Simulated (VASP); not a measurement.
# MgGa23N24 (a cell with a defect) in VASP: notebook, part 2 of 2

VASP 6.6.1. The steps go on from the part before.

### Step 3. Single point, HSE06

POSCAR reads:

```
MgGa23N24                               
1.0
   -3.2177240000     -5.5732640000      5.2440550000
    6.4354500000      0.0000000000      5.2440550000
   -3.2177260000      5.5732640000      5.2440550000
  Mg              Ga              N             
     1    23    24
Direct
     0.8331113090405704    0.4987600227536403    0.6656313897676911
     0.6655300655853207    0.3330369055829577    0.9991700989446561
     0.9992215227800142    0.6671910893368460    0.3334844916510549
     0.6669475080234732    0.8322461089420712    0.4983227404351885
     0.0008385585173176    0.1662356572218767    0.8322515123522405
     0.1664555078870726    0.3313074780245250    0.5001375308020212
     0.5005970610076744    0.6649181129956908    0.8339294051971420
     0.8331386455715148    0.9999290145113795    0.1661046374519421
     0.3331543720082916    0.4992003341747870    0.1669710597171559
     0.3339054974188619    0.9988055824222711    0.6660958183937138
     0.1668703561691135    0.8326169049755974    0.9997437882043186
     0.5010792188177167    0.1671203456295613    0.3337247218079595
     0.6673523122185232    0.5017055704135163    0.3320905707643539
     0.4990309495481108    0.3334724190174098    0.6683505973675843
     0.8351573091080726    0.6665745651415456    0.9991369335329280
     0.4997453207115702    0.8329533166158390    0.1665068543083421
     0.8350962818281361    0.1652184136445021    0.5007364993396456
     0.9994913323148602    0.3331685212753469    0.1662502265395559
     0.3326085891312104    0.6658949039103765    0.5001101641246091
     0.6663968173212923    0.9989615806170650    0.8330440563376049
     0.1660092419580266    0.5011619439561151    0.8335943914853560
     0.1666184136147474    0.9997356214876189    0.3330793526289622
     0.0000125062773759    0.8322908355385971    0.6683473145048836
     0.3330442757076893    0.1662710194673210    0.9997481626850299
     0.6261009304698532    0.2925095163861973    0.4591699643882985
     0.4581837163686503    0.1238182811195961    0.7918569379884712
     0.7917448413065714    0.4577191741932464    0.1239282643597908
     0.4574832780643484    0.6250260868983738    0.2917432383217818
     0.7911199450286189    0.9570524365411889    0.6251515136544109
     0.9586096001530258    0.1247181960739730    0.2908964320955925
     0.2909339603137438    0.4579345125793938    0.6246897899673055
     0.6255784267460252    0.7914706171403584    0.9590933977622519
     0.1255418505114297    0.2918114273430870    0.9587006679266246
     0.1252790358668114    0.7922606994056538    0.4589019908782477
     0.9634179533326043    0.6294832358217844    0.7965183233274207
     0.2918861167317393    0.9583105720225443    0.1251001797960249
     0.7902309317148477    0.6307839286570310    0.4484306990586988
     0.6156395424349218    0.4559402650588344    0.7975617783719654
     0.9595300744597297    0.7931883800074214    0.1253908972310082
     0.6245953415814428    0.9598118302534150    0.2906979325957675
     0.9649186954792034    0.2812435085194444    0.6232377115154381
     0.1250020660827674    0.4582391280035486    0.2919371691550718
     0.4587627665570121    0.7907401264114055    0.6251853690272915
     0.7919712269921639    0.1246601365169698    0.9579629352526901
     0.2923600400811577    0.6253132053379771    0.9602512182450494
     0.2939600548223621    0.1236891879734600    0.4575876551443764
     0.1271619845891505    0.9581416634011064    0.7925015087633607
     0.4577331977452652    0.2906848466775322    0.1265475568291179
```

INCAR.step1 reads:

```
SYSTEM = MgGa23N24
PREC = Normal
ENCUT = 400
EDIFF = 1E-5
ISMEAR = 0
SIGMA = 0.01
LREAL = Auto
LASPH = .TRUE.
NELM = 80
ALGO = Normal
ISIF = 2
LWAVE = .TRUE.
LCHARG = .FALSE.
NBANDS = 240
ICORELEVEL = 1
NELECT = 420.0
GGA = PE
LUSENCCL = .FALSE.
```

INCAR.step2 reads:

```
SYSTEM = MgGa23N24
PREC = Normal
ENCUT = 400
EDIFF = 1E-7
ISMEAR = 0
SIGMA = 0.01
LREAL = Auto
LASPH = .TRUE.
NELM = 80
ALGO = Normal
ISIF = 2
LWAVE = .FALSE.
LCHARG = .FALSE.
GGA = PE
LHFCALC = .TRUE.
HFSCREEN = 0.2
PRECFOCK = Fast
NBANDS = 240
ICORELEVEL = 1
NELECT = 420.0
ISTART = 1
LUSENCCL = .FALSE.
```

KPOINTS reads:

```
Automatic mesh
0
G
  1 1 1
  0 0 0
```

Potentials or basis: VASP PAW PBE potentials, release 64 (Mg, Ga_d, N).

Command:

```sh
> cat potpaw_PBE.64/Mg/POTCAR potpaw_PBE.64/Ga_d/POTCAR potpaw_PBE.64/N/POTCAR > POTCAR
> cp INCAR.step1 INCAR
> mpirun -np 1 vasp_gam > vasp.out
> cp INCAR.step2 INCAR
> mpirun -np 1 vasp_gam > vasp.out
```

OUTCAR:

```text
SYSTEM = MgGa23N24
   PREC = Normal
   ENCUT = 400
   EDIFF = 1E-7
   ISMEAR = 0
   LREAL = Auto
   LASPH = .TRUE.
   NELM = 80
   ISIF = 2
   GGA = PE
   LHFCALC = .TRUE.
   HFSCREEN = 0.2
   PRECFOCK = Fast
   NELECT = 420.0
   ISTART = 1

 ion  position               nearest neighbor table
   1  0.833  0.499  0.666-  35 2.06  37 2.06  41 2.06  38 2.06  17 3.21  13 3.21  14 3.21   3 3.21
                             5 3.22   7 3.22   6 3.22  21 3.22  23 3.22   2 3.22   4 3.22  15 3.22
   2  0.666  0.333  0.999-  38 1.93  27 1.97  44 1.97  48 1.98   1 3.22
   3  0.999  0.667  0.333-  37 1.93  39 1.97  34 1.97  42 1.98   1 3.21
[... 619 lines left out ...]
  Total      -44.8477340    -50.7600479    -40.7244887      1.6793617     -0.3163491     -0.0936575
  in kB     -127.3427013   -144.1303950   -115.6349704      4.7684562     -0.8982559     -0.2659354
  external PRESSURE =    -129.0360222 kB  Pullay stress =       0.0000000 kB

 VOLUME and BASIS-vectors are now :
 -----------------------------------------------------------------------------
  energy-cutoff  :      400.00
  volume of cell :      564.26
      direct lattice vectors                 reciprocal lattice vectors
    -3.217724000 -5.573264000  5.244055000    -0.051796430 -0.089714044  0.063564042
     6.435450000  0.000000000  5.244055000     0.103592859  0.000000019  0.063564042
    -3.217726000  5.573264000  5.244055000    -0.051796430  0.089714025  0.063564042

 POSITION                                       TOTAL-FORCE (eV/Angst)
 -----------------------------------------------------------------------------------
     -1.61280     -0.93341     10.47501        -0.115146     -0.173763     -0.004328
     -3.21331      1.85946     10.47624        -0.039038     -0.125988      0.035691
      0.00539     -3.71033     10.48757        -0.077949     -0.045779      0.021195
      1.60636     -0.93979     10.47509        -0.118515     -0.192944      0.026988
     -1.61085      4.63368      5.24052        -0.030102     -0.287189     -0.025599
     -0.01280      1.85970      5.23305        -0.080237     -0.002415      0.020415
[... 40 lines left out ...]
      3.20685      3.70811      9.84731         0.022547      0.103955     -0.023035
     -0.00937     -1.84579      4.58837         0.039034      0.037689     -0.029168
 -----------------------------------------------------------------------------------
    total drift:                                0.084700      0.017337      0.034106

  FREE ENERGIE OF THE ION-ELECTRON SYSTEM (eV)
  ---------------------------------------------------
  free  energy   TOTEN  =      -356.3421645255 eV

  energy  without entropy=     -356.3421645255  energy(sigma->0) =     -356.34216453
```

OSZICAR.step1:

```text
N       E                     dE             d eps       ncg     rms          rms(c)
DAV:   1     0.867425449231E+04    0.86743E+04   -0.13899E+05   496   0.318E+03
DAV:   2     0.212201943886E+04   -0.65522E+04   -0.62541E+04   480   0.913E+02
DAV:   3    -0.227766870274E+01   -0.21243E+04   -0.20173E+04   608   0.322E+02
DAV:   4    -0.309261967817E+03   -0.30698E+03   -0.29875E+03   576   0.129E+02
DAV:   5    -0.337492495144E+03   -0.28231E+02   -0.27999E+02   752   0.397E+01    0.358E+01
DAV:   6    -0.291728685968E+03    0.45764E+02   -0.19300E+02   824   0.589E+01    0.105E+01
DAV:   7    -0.294374720905E+03   -0.26460E+01   -0.33605E+01   560   0.130E+01    0.916E+00
DAV:   8    -0.294313089283E+03    0.61632E-01   -0.43819E+00   688   0.185E+01    0.311E+00
DAV:   9    -0.294229960371E+03    0.83129E-01   -0.91997E-01   608   0.783E+00    0.203E+00
DAV:  10    -0.294217907225E+03    0.12053E-01   -0.49685E-01   704   0.262E+00    0.104E+00
DAV:  11    -0.294217416126E+03    0.49110E-03   -0.76292E-02   600   0.157E+00    0.423E-01
DAV:  12    -0.294217579805E+03   -0.16368E-03   -0.21669E-02   688   0.134E+00    0.211E-01
DAV:  13    -0.294219097293E+03   -0.15175E-02   -0.13216E-02   576   0.610E-01    0.118E-01
DAV:  14    -0.294219576850E+03   -0.47956E-03   -0.55423E-03   544   0.525E-01    0.921E-02
DAV:  15    -0.294219660721E+03   -0.83871E-04   -0.10154E-03   656   0.258E-01    0.702E-02
DAV:  16    -0.294219676422E+03   -0.15701E-04   -0.24583E-04   560   0.137E-01    0.470E-02
DAV:  17    -0.294219699239E+03   -0.22817E-04   -0.33519E-04   656   0.105E-01    0.185E-02
DAV:  18    -0.294219704177E+03   -0.49381E-05   -0.66130E-05   472   0.672E-02
   1 F= -.29421970E+03 E0= -.29421377E+03  d E =-.118618E-01
```

Run time: 25 min. Hardware: 1 × NVIDIA H100 80GB with 1 thread of AMD EPYC 7R13 (Zen 3), shared host; peak memory 1.2 GiB.

Results:

* Free energy: -356.3422 eV
* Largest force: 0.290 eV/Å
* Band gap on the k mesh: 0.42 eV, direct

Forces in eV/Å, atoms in the order of the input:
```
Mg  -0.115 -0.174 -0.004
Ga  -0.039 -0.126  0.036
Ga  -0.078 -0.046  0.021
Ga  -0.119 -0.193  0.027
Ga  -0.030 -0.287 -0.026
Ga  -0.080 -0.002  0.020
Ga  -0.106 -0.073  0.002
Ga  -0.073 -0.113  0.041
Ga  -0.008 -0.091  0.043
Ga  -0.075 -0.065  0.037
Ga  -0.051 -0.192 -0.013
Ga  -0.124 -0.116  0.044
Ga   0.068  0.125  0.137
Ga   0.074  0.105  0.083
Ga   0.072  0.067  0.050
Ga   0.027  0.095  0.056
Ga   0.012  0.114  0.179
Ga   0.044  0.088  0.065
Ga   0.035  0.072  0.041
Ga   0.050  0.030  0.042
Ga   0.141  0.157  0.023
Ga   0.044  0.103  0.052
Ga   0.030  0.174  0.061
Ga   0.063  0.111  0.025
N   -0.046 -0.051 -0.080
N   -0.045 -0.073 -0.046
N   -0.018 -0.061 -0.037
N   -0.024 -0.092 -0.065
N    0.004 -0.043 -0.031
N   -0.025 -0.111 -0.069
N   -0.022 -0.062 -0.047
N   -0.047 -0.053 -0.020
N   -0.097 -0.034 -0.004
N   -0.063 -0.081 -0.044
N   -0.041 -0.091  0.068
N   -0.017 -0.044 -0.039
N    0.214  0.021 -0.081
N    0.089  0.260 -0.057
N   -0.004  0.113 -0.105
N    0.127  0.053 -0.024
N   -0.010  0.047 -0.089
N    0.054  0.027 -0.070
N    0.039  0.075 -0.031
N    0.030  0.125 -0.040
N    0.009  0.100 -0.037
N    0.070  0.068 -0.040
N    0.023  0.104 -0.023
N    0.039  0.038 -0.029
```

Core levels (eV, on the scale of the bands):
```csv
atom,levels
1 Mg,"1s -1247.1, 2s -67.7, 2p -34.5"
2 Ga,"1s -10216.4, 2s -1249.8, 2p -1086.3, 3s -136.6, 3p -87.3"
3 Ga,"1s -10216.4, 2s -1249.8, 2p -1086.3, 3s -136.5, 3p -87.3"
4 Ga,"1s -10216.4, 2s -1249.8, 2p -1086.2, 3s -136.5, 3p -87.3"
5 Ga,"1s -10216.4, 2s -1249.8, 2p -1086.2, 3s -136.5, 3p -87.3"
6 Ga,"1s -10216.4, 2s -1249.8, 2p -1086.2, 3s -136.5, 3p -87.3"
```

Caveat: the cell is charged against a uniform background, so pressure and absolute levels hang on convention; the cutoff is under 1.25 times the usual one of these potentials, so pressure, stress and relaxed cells hold a basis-set (Pulay) error; the PAW data sets were made with another functional, which shifts forces and pressure a little.
